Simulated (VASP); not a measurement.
Here is the system:

```
CaB6
1.0
    4.04909     0.00000     0.00000
    0.00000     4.04909     0.00000
    0.00000     0.00000     4.04909
Ca B
1 6
Cartesian
  0.00000   0.00000   0.00000
  3.23738   2.02454   2.02454
  2.02454   0.81171   2.02454
  2.02454   3.23738   2.02454
  0.81171   2.02454   2.02454
  2.02454   2.02454   3.23738
  2.02454   2.02454   0.81171
```

The numbers are results of PBEsol GGA, VASP's PBE PAW potentials (set 64) (plane waves; VASP), not measurements. Run with 620 eV cut-off, 6×6×6 Γ-centred mesh, Gaussian smearing of 0.050 eV, potentials Ca_sv B.

Energy and stress use the plane-wave basis of the starting cell.

Task: The ions, cell shape and volume at an external pressure of 20.0 GPa are relaxed. What does this cell relax into?

Result: 
```
CaB6
1.0
    3.98354     0.00000     0.00000
    0.00000     3.98354     0.00000
    0.00000     0.00000     3.98354
Ca B
1 6
Cartesian
  0.00000   0.00000   3.98354
  3.18809   1.99177   1.99177
  1.99177   0.79545   1.99177
  1.99177   3.18809   1.99177
  0.79545   1.99177   1.99177
  1.99177   1.99177   3.18809
  1.99177   1.99177   0.79545
```
Space group Pm-3m (221), at a tolerance of 0.03 Å.

Task: How do energy and volume change from the first to the last step?

Result: The energy (σ→0) changes by +41.9 meV/atom and the volume by -4.8 %, in 5 ionic steps.

| step | E(σ→0) (eV) | max force (eV/Å) | pressure (GPa) | volume (Å³) |
|---|---|---|---|---|
| 1 | -46.9914 | 0.001 | 10.00 | 66.39 |
| 2 | -46.3337 | 0.488 | 29.29 | 60.86 |
| 3 | -46.7049 | 0.252 | 19.95 | 63.29 |
| 4 | -46.6603 | 0.610 | 19.98 | 63.03 |
| 5 | -46.6979 | 0.005 | 19.95 | 63.21 |

The compound is CaB6 in the cab6 structure. This run relaxes it under an external pressure of 20 GPa. Symmetry was kept, so distortions that lower it aren't found.
